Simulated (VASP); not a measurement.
An input for Ansatz (written as the equivalent of a VASP run, and not itself run):

Ansatz 0.2 input:
```yaml
crystal:
  lattice:
    - [0.0000000, 2.8350000, 2.8350000]
    - [2.8350000, 0.0000000, 2.8350000]
    - [2.8350000, 2.8350000, 0.0000000]
  atoms:
    - { symbol: Zn, position: [0.0000000, 0.0000000, 0.0000000] }
    - { symbol: Se, position: [0.2500000, 0.2500000, 0.2500000] }
kpoints:
  mp_grid: { grid: [7, 7, 7] }
hamiltonian:
  xc: r2scan
  pseudopotentials: { kind: paw }
scf:
  occupations: { method: gaussian, width: 0.05 }
  max_iter: 100
relax:
  max_steps: 60
  f_tol: 0.01
  cell: {}
output: { forces: true, stress: true, eigenvalues: true }
```

Problem. Translate this input to VASP (INCAR, KPOINTS, POSCAR, choice of POTCAR).

Solution. This is not unique; one that fits is 
### POSCAR
```
ZnSe
1.0
  0.0000000000   2.8350000000   2.8350000000
  2.8350000000   0.0000000000   2.8350000000
  2.8350000000   2.8350000000   0.0000000000
Zn Se
1 1
Cartesian
  0.0000000000   0.0000000000   0.0000000000
  1.4175000000   1.4175000000   1.4175000000
```

KPOINTS:
```
Automatic
0
G
  7 7 7
```

INCAR:
```
ALGO  =  Normal
EDIFF  =  1E-6
EDIFFG  =  -0.01
ENCUT  =  520
IBRION  =  2
ISIF  =  3
ISMEAR  =  0
LASPH  =  .TRUE.
LCHARG  =  .FALSE.
LMAXMIX  =  4
LMIXTAU  =  .TRUE.
LREAL  =  .FALSE.
LWAVE  =  .FALSE.
METAGGA  =  R2SCAN
NELM  =  100
NSW  =  60
PREC  =  Accurate
SIGMA  =  0.05
SYSTEM  =  ZnSe
```

POTCAR, in this order: Zn Se (PBE.64 set). Program: vasp_std.

The two are equivalent in intent, not identical: each code has its own PAW files, so the cut-off isn't converted (ENCUT is set for VASP's; basis.ecutwfc is left out, and Ansatz then takes the one that its files recommend); Ansatz stops its SCF on the density residual and VASP on the energy change (EDIFF).

The compound is ZnSe in the zinc blende structure. The cell was not relaxed at this level.
